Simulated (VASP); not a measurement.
Data:

```
CELL_PARAMETERS angstrom
      4.23018     0.00000     0.00000
     -2.11509     3.66345     0.00000
      0.00000     0.00000     4.58028
ATOMIC_POSITIONS crystal
  V  0.00680 0.01574 0.99744
  Si 0.32793 0.66655 0.49282
  Si 0.66527 0.31771 0.50974
```
Starting moments (μB, in the order of the record's atoms V Si Si): 2.0 0.0 0.0.

These are PBE GGA, VASP's PBE PAW potentials (set 64) (plane waves; VASP 6.6.1) values and carry that method's errors. Numerical set-up: 300 eV cut-off, 4×4×3 Γ-centred mesh, Fermi-Dirac smearing of 0.10 eV, potentials V_sv Si.

At this cut-off the stress carries a Pulay error, which pulls relaxed volumes low.

### Question
What does the run give for the cell moment, energy per atom (σ→0), pressure, largest force, band gap (on the k-mesh) with the smallest direct gap where there is one?

### Answer

The band gap (on the k-mesh) is none (metal, semimetal or under 0.01 eV) and the cell moment is 3.10 μB. The energy per atom (σ→0) is -5.583 eV/atom, the pressure is -122.4 kbar and the largest force is 0.518 eV/Å.

### Question
Give the moment on each site (PAW-sphere projection).

### Answer

| site | moment (μB) |
|---|---|
| V1 | 2.78 |
| Si2 | -0.04 |
| Si3 | -0.04 |

Total energies compare only between runs with the same potentials, cut-off and functional.

The structure was generated: VSi2 was put into an ordered model structure, which need not be its known phase. The cell was not relaxed at this level, atoms are displaced from their ideal sites. The k-mesh is coarse (spacing up to 0.46 per Å, 2π included), so the numbers may not be converged in it.
